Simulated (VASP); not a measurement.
**CaC: energy against volume and a worked fit**

It takes space group Pm-3m (No. 221, cubic). Conventional cell: a = 3.120 Å, b = 3.120 Å, c = 3.120 Å, α = 90.00°, β = 90.00°, γ = 90.00°. Ca (site symmetry m-3m) is surrounded by 8 C at 2.70 Å. C (site symmetry m-3m) is surrounded by 8 Ca at 2.70 Å.

The cell comes from a database or a generator and needn't be the stable form of this composition.

The cell was scaled at fixed shape and fractions and run with VASP, PBE PAW files C, Ca_sv, 520 eV; PBE, k mesh 9 × 9 × 9 on the cell of 2 atoms, fermi-dirac occupations of 0.05 eV, no spin polarisation, no spin-orbit coupling. Energies are those that the program minimises, any entropy of the smearing included. For a metal such a mesh isn't converged to the digits shown.

```tsv
V (Å³/atom)	energy over the lowest row (meV/atom)
14.2727	19.033
14.5764	9.137
14.8801	2.915
15.1838	0.000
15.4874	?
15.7911	2.895
16.0948	8.147
```

**Question.** Fit the third-order Birch-Murnaghan form, give V0, B0 and B′, and predict the energy left open.

**Answer.** With y = (V0/V)^(2/3), E = E0 + (9 V0 B0/16) [(y - 1)³ B′ + (y - 1)² (6 - 4y)]. Least squares through the rows shown give V0 = 15.3249 Å³/atom, E0 = -0.310 meV, B0 = 76.11 GPa (1 eV/Å³ = 160.218 GPa) and B′ = 4.06, with a largest miss of 0.003 meV. At V = 15.4874 the form with these constants gives 0.092 meV; the run gave 0.089 meV an atom.
